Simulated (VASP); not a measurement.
These are r2SCAN meta-GGA, VASP's PBE PAW potentials (set 64) (plane waves; VASP) values and carry that method's errors.

A VASP calculation is set up with these files.

### INCAR
```
SYSTEM = Ta
PREC = Accurate
ENCUT = 480
EDIFF = 1E-7
NELM = 100
ALGO = Normal
LREAL = .FALSE.
LASPH = .TRUE.
ISMEAR = 1
SIGMA = 0.1
METAGGA = R2SCAN
LMIXTAU = .TRUE.
LMAXMIX = 6
LWAVE = .FALSE.
LCHARG = .FALSE.
ISIF = 2
```

File KPOINTS:
```
K-points
0
Gamma
 14 14 14
```

File POSCAR:
```
Ta
1
   -1.6443064097     1.6525692560     1.6525692560
    1.6443064097    -1.6525692560     1.6525692560
    1.6443064097     1.6525692560    -1.6525692560
Ta
1
Direct
  0.0000000000   0.0000000000   0.0000000000
```

POTCAR, in this order: Ta_pv (PBE.64 set). Program: vasp_std.

The run wrote:

**OUTCAR**
```
 ion  position               nearest neighbor table
   1  0.000  0.000  0.000-
  LATTYP: Found a body centered tetragonal cell.
 ALAT       =     3.3051385120
 C/A-ratio  =     0.9950000000
 Subroutine PRICEL returns:
 Original cell was already a primitive cell.
 Subroutine GETGRP returns: Found 16 space group operations
The static configuration has the point symmetry D_4h.
The dynamic configuration has the point symmetry D_4h.
 Subroutine INISYM returns: Found 16 space group operations
 Subroutine IBZKPT returns following result:
 Found    244 irreducible k-points:

 Following reciprocal coordinates:
            Coordinates               Weight
  0.000000  0.000000  0.000000      1.000000
  0.071429  0.000000  0.000000      4.000000
  0.142857  0.000000  0.000000      4.000000
  0.214286  0.000000  0.000000      4.000000
  0.285714  0.000000  0.000000      4.000000
  0.357143  0.000000  0.000000      4.000000
  0.428571  0.000000  0.000000      4.000000
  0.500000  0.000000  0.000000      2.000000
 -0.000000  0.071429  0.000000      8.000000
  0.071429  0.071429  0.000000     16.000000
  0.142857  0.071429  0.000000     16.000000
  0.214286  0.071429 -0.000000     16.000000
  0.285714  0.071429  0.000000     16.000000
  0.357143  0.071429  0.000000     16.000000
  0.428571  0.071429  0.000000     16.000000
 -0.000000  0.142857  0.000000      8.000000
  0.071429  0.142857  0.000000     16.000000
  0.142857  0.142857 -0.000000     16.000000
  0.214286  0.142857  0.000000     16.000000
  0.285714  0.142857  0.000000     16.000000
  0.357143  0.142857  0.000000     16.000000
  0.428571  0.142857  0.000000      8.000000
 -0.071429  0.142857  0.000000      8.000000
 -0.000000  0.214286  0.000000      8.000000
...
```

**OSZICAR**
```
       N       E                     dE             d eps       ncg     rms          rms(c)
DAV:   1     0.667072983187E+01    0.66707E+01   -0.65490E+03  4400   0.115E+03
DAV:   2    -0.512234361137E+02   -0.57894E+02   -0.57020E+02  5607   0.247E+02
DAV:   3    -0.518929997883E+02   -0.66956E+00   -0.64208E+00  5138   0.271E+01
DAV:   4    -0.518991961636E+02   -0.61964E-02   -0.61726E-02  5304   0.183E+00
DAV:   5    -0.518992462135E+02   -0.50050E-04   -0.50044E-04  5092   0.127E-01    0.145E+01
DAV:   6    -0.481052000387E+02    0.37940E+01   -0.13868E+00  4545   0.164E+01    0.571E+00
DAV:   7    -0.486840451403E+02   -0.57885E+00   -0.23474E-01  4427   0.615E+00    0.178E+00
DAV:   8    -0.482475961364E+02    0.43645E+00   -0.34242E-01  4453   0.719E+00    0.746E-01
DAV:   9    -0.485556785008E+02   -0.30808E+00   -0.46923E-02  4504   0.209E+00    0.377E-01
DAV:  10    -0.485812392013E+02   -0.25561E-01   -0.51419E-03  4480   0.819E-01    0.320E-01
DAV:  11    -0.485860380887E+02   -0.47989E-02   -0.54880E-03  4465   0.876E-01    0.629E-02
DAV:  12    -0.485861096115E+02   -0.71523E-04   -0.68733E-04  4458   0.292E-01    0.547E-02
DAV:  13    -0.485861011239E+02    0.84877E-05   -0.63703E-05  4866   0.103E-01    0.231E-02
DAV:  14    -0.485861015657E+02   -0.44182E-06   -0.23671E-06  5561   0.212E-02    0.172E-02
DAV:  15    -0.485861009425E+02    0.62318E-06   -0.72303E-08  2911   0.387E-03    0.151E-02
DAV:  16    -0.485860998134E+02    0.11291E-05   -0.46003E-06  4582   0.284E-02    0.153E-03
DAV:  17    -0.485860994899E+02    0.32344E-06   -0.93948E-08  2757   0.452E-03    0.397E-04
DAV:  18    -0.485860997222E+02   -0.23227E-06   -0.11106E-08  2247   0.148E-03    0.360E-04
DAV:  19    -0.485860995105E+02    0.21173E-06   -0.98211E-09  2234   0.147E-03    0.654E-05
DAV:  20    -0.485860995862E+02   -0.75712E-07   -0.85449E-10  2229   0.439E-04
   1 F= -.48586100E+02 E0= -.48586200E+02  d E =0.300223E-03
```

File OUTCAR:
```
------------------------ aborting loop because EDIFF is reached ----------------------------------------
  FORCE on cell =-STRESS in cart. coord.  units (eV):
  Direction    XX          YY          ZZ          XY          YZ          ZX
  --------------------------------------------------------------------------------------
  Total        0.1637465      0.1156391      0.1156391      0.0000000      0.0000000      0.0000000
  in kB       14.6056376     10.3146181     10.3146181      0.0000000      0.0000000      0.0000000
  external PRESSURE =      11.7449579 kB  Pullay stress =       0.0000000 kB
  volume of cell :       17.96
      direct lattice vectors                 reciprocal lattice vectors
    -1.644306410  1.652569256  1.652569256     0.000000000  0.302559181  0.302559181
     1.644306410 -1.652569256  1.652569256     0.304079579  0.000000000  0.302559181
     1.644306410  1.652569256 -1.652569256     0.304079579  0.302559181  0.000000000
 POSITION                                       TOTAL-FORCE (eV/Angst)
 -----------------------------------------------------------------------------------
      0.00000      0.00000      0.00000        -0.000000     -0.000000      0.000000
 -----------------------------------------------------------------------------------
    total drift:                               -0.000000     -0.000000      0.000000
  FREE ENERGIE OF THE ION-ELECTRON SYSTEM (eV)
  ---------------------------------------------------
  free  energy   TOTEN  =       -48.5860995862 eV

  energy  without entropy=      -48.5863998094  energy(sigma->0) =      -48.58619966
```
(Selected blocks of OUTCAR.)

The compound is Ta in the bcc structure. This cell was strained or had an atom moved on purpose.
